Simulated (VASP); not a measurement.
Computed with SCAN meta-GGA, VASP's PBE PAW potentials (set 64) (plane waves; VASP).

VASP input:

KPOINTS:
```
Automatic mesh
0
Gamma
10 10 10
0 0 0
```

INCAR:
```
LCHARG = .FALSE.
LREAL = .FALSE.
LWAVE = .FALSE.
LASPH = .TRUE.   # aspherical one-centre terms
ALGO = Normal   # blocked Davidson
NELM = 100   # most electronic steps
SYSTEM = GaN
EDIFF = 1E-7
PREC = Accurate
SIGMA = 0.05
METAGGA = SCAN
LMAXMIX = 4   # l cut-off of mixed one-centre charges
ISMEAR = 0   # Gaussian
ENCUT = 520   # plane-wave cut-off (eV)
LMIXTAU = .TRUE.
ISIF = 2   # forces and stress, cell fixed
```

### POSCAR
```
GaN
1
    0.0000000000     2.2928125348     2.2928125348
    2.2928125348     0.0000000000     2.2928125348
    2.2928125348     2.2928125348     0.0000000000
Ga N
1 1
Direct
  0.0000000000   0.0000000000   0.0000000000
  0.2500000000   0.2500000000   0.2500000000
```

POTCAR, in this order: Ga_d N (PBE.64 set). Program: vasp_std.

What VASP printed:

File OUTCAR:
```
 ion  position               nearest neighbor table
   1  0.000  0.000  0.000-   2 1.99   2 1.99   2 1.99   2 1.99
   2  0.250  0.250  0.250-   1 1.99   1 1.99   1 1.99   1 1.99
  LATTYP: Found a face centered cubic cell.
 ALAT       =     4.5856250696
 Subroutine PRICEL returns:
 Original cell was already a primitive cell.
 Subroutine GETGRP returns: Found 24 space group operations
The static configuration has the point symmetry T_d .
The dynamic configuration has the point symmetry T_d .
 Subroutine INISYM returns: Found 24 space group operations
 Subroutine IBZKPT returns following result:
 Found     47 irreducible k-points:

 Following reciprocal coordinates:
            Coordinates               Weight
  0.000000  0.000000  0.000000      1.000000
  0.100000  0.000000  0.000000      8.000000
  0.200000  0.000000  0.000000      8.000000
  0.300000  0.000000  0.000000      8.000000
  0.400000  0.000000  0.000000      8.000000
  0.500000  0.000000  0.000000      4.000000
  0.100000  0.100000  0.000000      6.000000
  0.200000  0.100000  0.000000     24.000000
  0.300000  0.100000  0.000000     24.000000
...
```

**OSZICAR**
```
       N       E                     dE             d eps       ncg     rms          rms(c)
DAV:   1     0.707242180061E+02    0.70724E+02   -0.10071E+04  1323   0.251E+03
DAV:   2    -0.245662060588E+02   -0.95290E+02   -0.89791E+02  1407   0.362E+02
DAV:   3    -0.316098292590E+02   -0.70436E+01   -0.69994E+01  1362   0.895E+01
DAV:   4    -0.317327148947E+02   -0.12289E+00   -0.12280E+00  1506   0.128E+01
DAV:   5    -0.317345773882E+02   -0.18625E-02   -0.18625E-02  1322   0.134E+00    0.696E+00
DAV:   6    -0.256162342593E+02    0.61183E+01   -0.61750E+00  1863   0.580E+01    0.249E+00
DAV:   7    -0.267340176191E+02   -0.11178E+01   -0.49711E-01  1557   0.195E+01    0.156E+00
DAV:   8    -0.266696076688E+02    0.64410E-01   -0.20772E-01  1222   0.600E+00    0.521E-01
DAV:   9    -0.267168660240E+02   -0.47258E-01   -0.19676E-01  1227   0.621E+00    0.536E-01
DAV:  10    -0.267616604170E+02   -0.44794E-01   -0.94880E-02  1222   0.435E+00    0.120E-01
DAV:  11    -0.268390524476E+02   -0.77392E-01   -0.32935E-02  1222   0.248E+00    0.146E-01
DAV:  12    -0.268375897536E+02    0.14627E-02   -0.13502E-03  1372   0.411E-01    0.130E-01
DAV:  13    -0.268413106176E+02   -0.37209E-02   -0.29253E-03  1246   0.829E-01    0.899E-02
DAV:  14    -0.268416595435E+02   -0.34893E-03   -0.53955E-04  1240   0.302E-01    0.850E-02
DAV:  15    -0.268414484256E+02    0.21112E-03   -0.17667E-04  1297   0.228E-01    0.551E-02
DAV:  16    -0.268415719024E+02   -0.12348E-03   -0.11424E-04  1232   0.148E-01    0.265E-02
DAV:  17    -0.268415880337E+02   -0.16131E-04   -0.26479E-05  1242   0.687E-02    0.142E-02
DAV:  18    -0.268416016591E+02   -0.13625E-04   -0.44082E-06  1283   0.321E-02    0.862E-03
DAV:  19    -0.268416080242E+02   -0.63651E-05   -0.39681E-06  1256   0.384E-02    0.302E-03
DAV:  20    -0.268416061801E+02    0.18441E-05   -0.12154E-06  1242   0.174E-02    0.229E-03
DAV:  21    -0.268416056807E+02    0.49936E-06   -0.23028E-07  1212   0.753E-03    0.184E-03
DAV:  22    -0.268416052340E+02    0.44669E-06   -0.69020E-08   926   0.394E-03    0.103E-03
DAV:  23    -0.268416048389E+02    0.39509E-06   -0.73277E-08   639   0.331E-03    0.336E-04
DAV:  24    -0.268416046811E+02    0.15787E-06   -0.16075E-08   656   0.156E-03    0.255E-04
DAV:  25    -0.268416046497E+02    0.31398E-07   -0.30176E-09   626   0.696E-04
   1 F= -.26841605E+02 E0= -.26841605E+02  d E =-.194015E-11
```

**OUTCAR**
```
------------------------ aborting loop because EDIFF is reached ----------------------------------------
  FORCE on cell =-STRESS in cart. coord.  units (eV):
  Direction    XX          YY          ZZ          XY          YZ          ZX
  --------------------------------------------------------------------------------------
  Total       -1.4913397     -1.4913397     -1.4913397     -0.0000000     -0.0000000     -0.0000000
  in kB      -99.1177678    -99.1177678    -99.1177678     -0.0000000     -0.0000000     -0.0000000
  external PRESSURE =     -99.1177678 kB  Pullay stress =       0.0000000 kB
  volume of cell :       24.11
      direct lattice vectors                 reciprocal lattice vectors
     0.000000000  2.292812535  2.292812535    -0.218072778  0.218072778  0.218072778
     2.292812535  0.000000000  2.292812535     0.218072778 -0.218072778  0.218072778
     2.292812535  2.292812535  0.000000000     0.218072778  0.218072778 -0.218072778
  FREE ENERGIE OF THE ION-ELECTRON SYSTEM (eV)
  ---------------------------------------------------
  free  energy   TOTEN  =       -26.8416046497 eV

  energy  without entropy=      -26.8416046497  energy(sigma->0) =      -26.84160465
```
(Selected blocks of OUTCAR.)

The compound is GaN in the zinc blende structure, a metastable form; wurtzite is the usual one. This cell is one point of a volume scan, at 1.06 of the reference volume.
